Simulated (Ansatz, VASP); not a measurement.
# Tl2Se: VASP beside Ansatz, part 2 of 2

Wanted: the spread between two codes on one cell, functional and k mesh. The cell is generated by rule, not measured, and may not be a known phase. The cell is taken from a series of runs on this material, whose earlier steps may have relaxed, scaled, displaced or heated it; both programs get it as it stands.

VASP 6.6.1 and Ansatz 0.2.0.

So far: The starting structure; VASP: zone-centre phonons, PBE.

The structure was built from a prototype and need not be the compound's stable phase.

**3. Ansatz: zone-centre phonons, PBE**

Level of this step: Ansatz beside VASP: Kohn-Sham DFT, plane waves, PBE (Ansatz).

Ansatz runs on its default PAW (the set named soft_2) files.

The same cell, functional, mesh and smearing now go to Ansatz, which takes its cutoff from its data sets.

The input, input.yaml:

```yaml
crystal:
  lattice:
    - [0.0, 3.7870920244, 3.7870920244]
    - [3.7870920244, 0.0, 3.7870920244]
    - [3.7870920244, 3.7870920244, 0.0]
  atoms:
    - { symbol: Se, position: [0.0, 0.0, 0.0] }
    - { symbol: Tl, position: [0.25, 0.25, 0.25] }
    - { symbol: Tl, position: [0.75, 0.75, 0.75] }
kpoints:
  mp_grid: { grid: [8, 8, 8] }
hamiltonian:
  xc: pbe
scf:
  occupations: { method: gaussian, width: 0.02 }
output:
  eigenvalues: true
phonons:
  method: dfpt
```

On the command line:

```
ansatz run input.yaml --threads 4 --pin off --max-ram 7168MiB --backend cpu --events-out ev --progress --plain --runs-dir out
```

Numbers of over 12 decimals in the logs are rounded to 6 here.

Log:

```text
zone centre: on kpoints.mp_grid the ground state, and the responses unless they are solved on pairs of k-points, stand on 59 of the mesh's 512 k-points, reduced under 8 symmetry operations, with k and −k counted as one. Each operation leaves every solved displacement unchanged or reverses it
Engine: ansatz 0.2.0, aarch64-unknown-linux-gnu
Pseudopotentials: kind: paw
Pseudopotential: Se, paw, valence charge 16, recommended cutoff 420 eV (normal), Se.paw.azcp
Pseudopotential: Tl, paw, valence charge 13, recommended cutoff 420 eV (normal), Tl.paw.azcp
Functional definition: PBE
  parameter kappa = 0.804
  parameter beta = 0.066725
  exchange = pbe_x(kappa = kappa, mu = beta*pi^2/3)
  correlation = pbe_c(beta = beta)
Crystal: 3 atoms, lattice volume = 108.629 Å³
Basis set: ecut = 420 eV, 2109 PW (Γ), exchange–correlation on 72×72×72 points (8 copies of the dense FFT grid, shifted against one another)
Bands: 26, of which v1, the nominal top of the filled ones, is band 21 counted from 1 (20 counted from 0)
Symmetry: 48 space group operations
k-points: 59 of 512 (irreducible under 8 space group operations, time reversal used)
Non-local potential: Se, projectors of the file, l = 0: 2, l = 1: 2, l = 2: 3, l = 3: 1
Non-local potential: Tl, projectors of the file, l = 0: 2, l = 1: 2, l = 2: 2, l = 3: 1
PAW form: soft (Blöchl's): semilocal exchange-correlation on the pseudo side does not see the compensation charge
PAW one-centre angular grid: Se, 590 points (default); XC on 64 Gauss nodes
PAW one-centre angular grid: Tl, 590 points (default); XC on 64 Gauss nodes
Initial density: superposition of atomic densities (neutral atoms: chi_scale 0, normalization atom), corrected by the library's trained network
Initial wavefunctions: pseudopotential atomic-orbital guess
Functional: x = pbe(κ = 0.804, μ = 0.219515), c = pbe(β = 0.066725)
SCF iter   1: F=—  HF=-28358.309188 eV  |F-HF|=—  |Δ(HF+E_count)|=         —  Δρ=5.53e-4  dr2=5.33e-4  ethr=1.77e-3  ⟨swp⟩=6.2  Hψ=6258  notcnv=0
preconditioner: auto → none  [insulator: Δε(μ)=0.134 eV  Ē_g=11.887 eV  σ=0.020 eV  W_gap=1.00  n_scr=14 (ndim 8)  ℏωp=20.2 eV  f_vac=0.119  D(μ)=0.00/eV (n_scr^D=0)  ε∞_Penn≈3.9]
SCF iter   2: F=—  HF=-28358.308110 eV  |F-HF|=—  |Δ(HF+E_count)|=   1.08e-3  Δρ=3.28e-4  dr2=2.00e-4  ethr=1.27e-6  ⟨swp⟩=2.8  Hψ=3279  notcnv=0  defer=35
SCF iter   3: F=—  HF=-28358.308348 eV  |F-HF|=—  |Δ(HF+E_count)|=   2.38e-4  Δρ=1.91e-4  dr2=7.57e-5  ethr=4.76e-7  ⟨swp⟩=2.0  Hψ=2534  notcnv=0  defer=35
SCF iter   4: F=—  HF=-28358.308443 eV  |F-HF|=—  |Δ(HF+E_count)|=   9.47e-5  Δρ=3.50e-5  dr2=3.05e-6  ethr=1.80e-7  ⟨swp⟩=2.0  Hψ=2536  notcnv=0  defer=35
SCF iter   5: F=—  HF=-28358.308447 eV  |F-HF|=—  |Δ(HF+E_count)|=   4.21e-6  Δρ=1.11e-5  dr2=8.80e-8  ethr=7.26e-9  ⟨swp⟩=2.0  Hψ=2467  notcnv=0  defer=35
SCF iter   6: F=—  HF=-28358.308447 eV  |F-HF|=—  |Δ(HF+E_count)|=   5.14e-7  Δρ=3.71e-6  dr2=7.52e-9  ethr=2.10e-10  ⟨swp⟩=2.1  Hψ=2430  notcnv=0  defer=35
SCF iter   7: F=—  HF=-28358.308447 eV  |F-HF|=—  |Δ(HF+E_count)|=   4.63e-8  Δρ=4.68e-7  dr2=2.26e-10  ethr=1.79e-11  ⟨swp⟩=2.2  Hψ=2355  notcnv=0  defer=35
SCF iter   8: F=—  HF=-28358.308447 eV  |F-HF|=—  |Δ(HF+E_count)|=  3.89e-10  Δρ=1.83e-7  dr2=3.32e-11  ethr=1.00e-12  ⟨swp⟩=2.2  Hψ=1859  notcnv=0  defer=35
SCF iter   9: F=-28358.308447 eV  HF=-28358.308447 eV  |F-HF|=7.28e-12  |Δ(HF+E_count)|=  5.46e-11  Δρ=3.31e-8  dr2=7.29e-13  ethr=1.00e-12  ⟨swp⟩=8.9  Hψ=7377  notcnv=0
SCF 1 converged in 9 iterations: F = -28358.308447 eV  dr2 = 7.29e-13
  greatest PAW one-centre occupation: 1.000 electrons in one spin orbital (limit 2), on the Se atom at site 0 (counted from 0), in its partial waves of l = 2
DFPT response loops at Γ: preconditioner auto → Resta (q_TF=auto, 2.329 Å⁻¹)  ε∞=20.1 (no band partly filled); β = 1.00, the filter's whole step (`scf.mixing.beta` (0.50) is not read by the response loops at its default; to damp them type it under 1.00, their step now; it binds the ground state too); Broyden in place of MSR1
SCF converged after 9 iterations
Free energy (F): -28358.308447 eV
Harris-Foulkes:  -28358.308447 eV  (|F-HF|=7.28e-12)
Internal energy: -28358.308447 eV  (E = F + TS)
E sigma→0 (E₀):  -28358.308447 eV
Fermi energy:    6.445448 eV
--- Per-component energies (eV) ---
  E_band       = -484.036383
  E_kinetic    = 781.295853
  E_local      = -5006.248902  (includes V_loc(G=0)·N_el)
  E_nonlocal   = 39.471505
  E_hartree    = 2202.325182
  E_xc         = -565.772937
  E_vxc        = -381.872423  (∫ρ·V_xc dr)
  E_paw        = -22236.219733  (= ΣΔE_a)
  E_vpaw       = -321.332253  (= ΣTr[D̂ρ^β])
  E_aug_tail   = -0.000536  (compensation charges beyond the density's cutoff)
  E_ewald      = -3573.158879
  E_smearing   = -0.000000  (= −TS)
  E_closure    = 0.000000  (closes the sum)
  Σ components = -28358.308447   (vs F -28358.308447, Δ=0.00e0)
--- Band table (eV; the first three rows and the last of 59) ---
  k-point 0: bands = [... 17 lower, 2.8839, 4.6619, 4.6619, 4.6619, 7.4671, 7.4671, 7.4671, 11.4070, ... 1 higher]
  k-point 1: bands = [... 17 lower, 2.6193, 4.5818, 4.5818, 4.6930, 7.6371, 7.6371, 8.0334, 10.9439, ... 1 higher]
  k-point 2: bands = [... 17 lower, 1.9560, 4.4177, 4.4177, 5.1138, 7.9864, 7.9864, 8.9116, 10.5966, ... 1 higher]
  k-point 58: bands = [... 17 lower, 0.4164, 3.3340, 5.4285, 5.4285, 7.1916, 8.1587, 10.4081, 10.4081, ... 1 higher]
--- Phonons (Γ-DFPT): 2 representative perturbations + reference, on 59 of 512 k-points (Σ response iterations 6) ---
  k mesh reduced under 8 symmetry operations, with k and −k counted as one. Each operation leaves every solved displacement unchanged or reverses it
  ASR residual: 6.061e-5 → 0.000e0 eV/Å²; symmetrization residual: 1.818e-5 eV/Å²
  ASR residual per site (eV/Å²): 6.06e-5 4.03e-6 4.03e-6
  Γ frequencies (cm⁻¹): 0.00 0.00 0.00 52.80 52.80 52.80 76.01 76.01 76.01
  non-analytic LO–TO correction: not included (Born effective charges unavailable; polar crystals: no LO–TO splitting at Γ)
```

**4. Comparison**

Known differences besides the potentials themselves: the data sets hold 42 valence electrons in Ansatz (on its default PAW (the set named soft_2) files) and 32 in VASP; the cutoff is 420 eV in Ansatz and 500 eV in VASP. Total energies have different zeros and are not compared.

Compared:

| quantity | Ansatz | VASP | difference |
| --- | --- | --- | --- |
| optical mode 1 to 3 (cm⁻¹) | 52.8 | 53.1 | -0.55 % |
| optical mode 4 to 6 (cm⁻¹) | 76.0 | 76.8 | -1.00 % |

Modes are paired by rising frequency, not by their patterns, so a pair may set unlike modes beside each other; they are those without the splitting of longitudinal modes.

**5. Results**

- r.m.s. difference of the optical zone-centre modes, each program's sorted by frequency (zone-centre phonons, PBE): 0.58 cm⁻¹
- difference in optical mode 4 to 6 (zone-centre phonons, PBE): -1.0 %

What this shows: The r.m.s. difference of the optical zone-centre modes, each program's sorted by frequency is 0.58 cm⁻¹ (zone-centre phonons, PBE). The data sets hold unlike numbers of valence electrons (42 in Ansatz and 32 in VASP), so part of the differences comes from the potentials. Among the rows given in per cent, the largest difference of the zone-centre phonons, PBE pair is in optical mode 4 to 6, -1.0 %. How closely two codes agree says nothing of how well the functional describes the real material.

[Lines on the potential files, build, host, timing and source positions are cut from VASP's logs without a mark.]

[Logs are printed without paths, hosts, clocks, repeated set-up lines and the standing remarks that a program may print on its own settings, such as how far it seeks lower states.]

[Hosts, paths, dates, database ids (printed as entryN), source tags and the programs' standing remarks are cut or masked in the printed files.]
